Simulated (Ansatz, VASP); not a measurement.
## NiMoIrPdW in VASP and in Ansatz

```
CELL_PARAMETERS angstrom
2.77085 0.00000 0.00000
-1.38543 2.39963 0.00000
0.00000 0.00000 22.01961
ATOMIC_POSITIONS crystal
Ni 0.33333 0.66667 0.85081
Ni 0.66667 0.33333 0.14919
Mo 0.66667 0.33333 0.76059
Mo 0.33333 0.66667 0.23941
Pd 0.33333 0.66667 0.05329
Pd 0.66667 0.33333 0.94671
Ir 0.33333 0.66667 0.65827
Ir 0.66667 0.33333 0.34173
W 0.33333 0.66667 0.44418
W 0.66667 0.33333 0.55582
```

The cell was built by a generator and needn't be a form met in nature.

Alike in both runs: task electric field gradients; functional PBE; k mesh 11 × 11 × 2; occupations fermi-dirac, width 0.05 eV; collinear spin, ferromagnetic start.

```csv
,VASP,Ansatz
version,VASP 6.6.1,Ansatz 0.2.0
potentials or method,"VASP PAW PBE potentials, release 64 (Ni, Mo_sv, Pd, Ir, W_sv)",Ansatz PAW
plane-wave cutoff (eV),520,420
valence electrons in the cell,114,162
```

|  | VASP | Ansatz | Ansatz less VASP |
| --- | --- | --- | --- |
| gap on the k mesh at the Fermi level (eV) | none | none | - |
| pressure (GPa) | 0.3 | 0.0 | -0.30 |
| largest component of the traceless stress (GPa) | 0.65 | 0.58 | -0.062 |
| rms of the force components (eV/Å) | 0.035 | 0.035 | +0.0004 |
| net moment per atom (μB) | 0.00 | 0.00 | 0.000 |
| Vzz of the field gradient on the site that differs most (V/Å²) | 15.1 | 28.6 | +13.49 |

Atom by atom the forces differ by 0.008 eV/Å (rms over components). A gap of «none» marks a metal or a gap that the smearing closes. The two sets of potentials don't hold the same shells in valence.

Caveats: the starting moments weren't kept (Ansatz). Spin-orbit coupling is left out, which matters for the levels of Ir, W.
